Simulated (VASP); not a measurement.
OSZICAR of a VASP run on NiO (rock salt, AFM-II order):

### OSZICAR
```
       N       E                     dE             d eps       ncg     rms          rms(c)
DAV:   1     0.260392636906E+03    0.26039E+03   -0.15913E+04  5296   0.209E+03
DAV:   2     0.579708227656E+01   -0.25460E+03   -0.23828E+03  5340   0.408E+02
DAV:   3    -0.252114282353E+02   -0.31009E+02   -0.29472E+02  6052   0.160E+02
DAV:   4    -0.262460877650E+02   -0.10347E+01   -0.10277E+01  5748   0.311E+01
DAV:   5    -0.262759943507E+02   -0.29907E-01   -0.29892E-01  6248   0.497E+00    0.200E+01
DAV:   6    -0.237655408791E+02    0.25105E+01   -0.51374E+01  7856   0.114E+02    0.234E+01
DAV:   7    -0.217884546154E+02    0.19771E+01   -0.82429E+00  6680   0.912E+01    0.907E+00
DAV:   8    -0.220658561569E+02   -0.27740E+00   -0.26425E+00  5872   0.141E+01    0.610E+00
DAV:   9    -0.219904425260E+02    0.75414E-01   -0.20282E-01  8112   0.116E+01    0.158E+00
DAV:  10    -0.220111440348E+02   -0.20702E-01   -0.84569E-02  6640   0.426E+00    0.682E-01
DAV:  11    -0.220093152753E+02    0.18288E-02   -0.11051E-02  8072   0.261E+00    0.140E-01
DAV:  12    -0.220097099754E+02   -0.39470E-03   -0.39367E-03  7420   0.701E-01    0.820E-02
DAV:  13    -0.220096754108E+02    0.34565E-04   -0.12297E-04  6764   0.129E-01    0.480E-02
DAV:  14    -0.220096791724E+02   -0.37615E-05   -0.20414E-04  7324   0.132E-01    0.309E-02
DAV:  15    -0.220096740775E+02    0.50949E-05   -0.17258E-05  6292   0.557E-02    0.164E-02
DAV:  16    -0.220096732356E+02    0.84195E-06   -0.12052E-05  6044   0.442E-02    0.331E-03
DAV:  17    -0.220096732926E+02   -0.57023E-07   -0.71037E-07  2648   0.143E-02
   1 F= -.22009673E+02 E0= -.22009673E+02  d E =-.220097E+02  mag=    -0.0000
```

Q: Which electronic solver shows in the log?

A: It is blocked Davidson (ALGO = Normal, or the opening steps of other solvers). The INCAR had ALGO = Normal.

Q: How was spin treated?

A: Collinear spin (ISPIN = 2): the summary line carries one mag value, 0.00 μB in the cell.

Q: Can the final energy be trusted as converged?

A: Self-consistency was reached. It stopped with EDIFF = 1E-6, NELM = 100, NSW = 60 and EDIFFG = -0.02 after 1 ionic step (revPBE GGA, plane waves, VASP's PBE PAW potentials (set 64)).

The compound is NiO in the rock salt, AFM-II order structure. It was relaxed first. The start is the result of an earlier pass.
